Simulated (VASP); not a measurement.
Set up this calculation in VASP 6.6.1, as the native input.

| Quantity | Value |
| --- | --- |
| Task | single point |
| Functional | PBE |
| Potentials or basis | VASP PAW PBE potentials, release 64 (Gd, N) |
| Cutoff | 520 eV |
| k mesh | 14 × 14 × 14 |
| Occupations | gaussian, width 0.03 eV |
| Spin | non-collinear spin, ferromagnetic start, spin-orbit coupling |
| Starting moments | [[0, 0, 7.0], [0, 0, 0.0]] μB |
| Further INCAR settings | ALGO = Normal; EDIFF = 1e-07; ISYM = 0; AMIX = 0.2; BMIX = 0.0001 |

The structure of GdN lies in POSCAR:

```
GdN                                     
1.0
   -0.0000000000      2.4919730627      2.4919730627
    2.4919730627      0.0000000000      2.4919730627
    2.4919730627      2.4919730627      0.0000000000
  Gd              N             
     1     1
Direct
     0.0000000000000000    0.0000000000000000    0.0000000000000000
     0.5000000000000000    0.5000000000000000    0.5000000000000000
```

These files were run (other wordings do the same):

INCAR

```
  PREC = Accurate
  ENCUT = 520
  EDIFF = 1E-7
  ISMEAR = 0
  SIGMA = 0.03
  LREAL = F
  LASPH = T
  NELM = 150
  ALGO = Normal
  ISIF = 2
  LWAVE = F
  LCHARG = F
  MAGMOM = 0 0 7 0 0 0
  LORBIT = 11
  LSORBIT = T
  GGA_COMPAT = F
  LORBMOM = T
  LMAXMIX = 6
  GGA = PE
  AMIX = 0.2
  BMIX = 1E-4
  AMIX_MAG = 0.8
  BMIX_MAG = 1E-4
  SAXIS = 0.577350 0.577350 0.577350
  ISYM = 0
  KPAR = 4
```

KPOINTS

```
Automatic mesh
0
Gamma
  14 14 14
```

Potentials or basis: VASP PAW PBE potentials, release 64 (Gd, N).

Command:

```bash
$ cat potpaw_PBE.64/Gd/POTCAR potpaw_PBE.64/N/POTCAR > POTCAR
$ mpirun -np 4 vasp_ncl > vasp.out
```

Results of the run:

The pressure is 0.0 GPa and the net moment is 6.96 μB per cell. The valence electrons inside the program's atomic spheres are Gd 15.25; N 3.63.

Caveat: a cell with one magnetic atom can't hold antiferromagnetic order, which such compounds often take.

It took 66 min on 4 MPI ranks on Intel(R) Xeon(R) 6975P-C (Granite Rapids), with other jobs on the host, peak memory 4.2 GiB a rank.
